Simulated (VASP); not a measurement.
An input for Quantum ESPRESSO's pw.x (written as the equivalent of a VASP run, and not itself run):

```
&CONTROL
  calculation = 'scf'
  pseudo_dir = './pseudo'
  outdir = './out'
  tprnfor = .true.
  tstress = .true.
/
&SYSTEM
  ibrav = 0
  nat = 4
  ntyp = 2
  ecutwfc = 78
  occupations = 'smearing'
  smearing = 'gaussian'
  degauss = 0.003675
  input_dft = 'pbe'
/
&ELECTRONS
  conv_thr = 7.3e-08
  electron_maxstep = 100
/
ATOMIC_SPECIES
  Sc 44.956 Sc.upf
  I 126.904 I.upf
CELL_PARAMETERS angstrom
     5.5095830    0.0000000    0.0000000
     0.0000000    5.5095830    0.0000000
     0.0000000    0.0000000    5.5095830
ATOMIC_POSITIONS crystal
  Sc   0.0000000  0.0000000  0.0000000
  I    0.5000000  0.0000000  0.0000000
  I    0.0000000  0.0000000  0.5000000
  I    0.0000000  0.5000000  0.0000000
K_POINTS automatic
  4 4 4 0 0 0
```

Translate this input to VASP (INCAR, KPOINTS, POSCAR, choice of POTCAR).

This is not unique; one that fits is 
POSCAR:
```
ScI3
1
    5.5095830000     0.0000000000     0.0000000000
    0.0000000000     5.5095830000     0.0000000000
    0.0000000000     0.0000000000     5.5095830000
Sc I
1 3
Direct
  0.0000000000   0.0000000000   0.0000000000
  0.5000000000   0.0000000000   0.0000000000
  0.0000000000   0.0000000000   0.5000000000
  0.0000000000   0.5000000000   0.0000000000
```

### KPOINTS
```
Automatic mesh
0
Gamma
4 4 4
0 0 0
```

INCAR:
```
ALGO=Normal
EDIFF=1E-6
ENCUT=400
GGA=PE
ISIF=2
ISMEAR=0
LASPH=.True.
LCHARG=.False.
LMAXMIX=4
LREAL=.False.
LWAVE=.False.
NELM=100
PREC=Accurate
SIGMA=0.05
SYSTEM=ScI3
```

POTCAR, in this order: Sc_sv I (PBE.64 set). Program: vasp_std.

Limits of the translation: the potentials are each code's own (VASP's PAW set, PseudoDojo norm-conserving files in pw.x), so ENCUT and ecutwfc are chosen apart and not converted; conv_thr bounds pw.x's estimated SCF error, while EDIFF bounds the energy change between steps.

The structure was generated: ScI3 was put into the ReO3 type (Pm-3m), which need not be its known phase. The cell was not relaxed at this level.
